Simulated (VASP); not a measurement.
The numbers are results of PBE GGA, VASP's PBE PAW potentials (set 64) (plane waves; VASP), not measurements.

A VASP calculation is set up with these files.

File POSCAR:
```
W
1
   -1.5935571335     1.5935571335     1.5935571335
    1.5935571335    -1.5935571335     1.5935571335
    1.5935571335     1.5935571335    -1.5935571335
W
1
Direct
  0.0000000000   0.0000000000   0.0000000000
```

**INCAR**
```
# general
SYSTEM  = W
PREC    = Accurate
ENCUT   = 480
LREAL   = .False.
LASPH   = .True.

# electronic loop
EDIFF   = 1E-7
NELM    = 100
ALGO    = Normal
LMAXMIX = 6

# smearing
ISMEAR  = 1
SIGMA   = 0.1

# functional
GGA     = PE

# ions
ISIF    = 2

# output
LWAVE   = .False.
LCHARG  = .False.
```

**KPOINTS**
```
Automatic mesh
0
Gamma
14 14 14
0 0 0
```

POTCAR, in this order: W_sv (PBE.64 set). Program: vasp_std.

**Question.** What will the output report for the number of irreducible k-points (NKPTS), number of bands (NBANDS), largest plane-wave count, number of space-group operations, FFT grid (NGX, NGY, NGZ)?

**Answer.** 
```json
{
  "number of irreducible k-points (NKPTS)": "104",
  "number of bands (NBANDS)": "11",
  "largest_plane_wave_count": "398",
  "number_of_space_group_operations": "48",
  "FFT grid (NGX, NGY, NGZ)": "20 × 20 × 20"
}
```

The compound is W in the bcc structure. It was relaxed first.
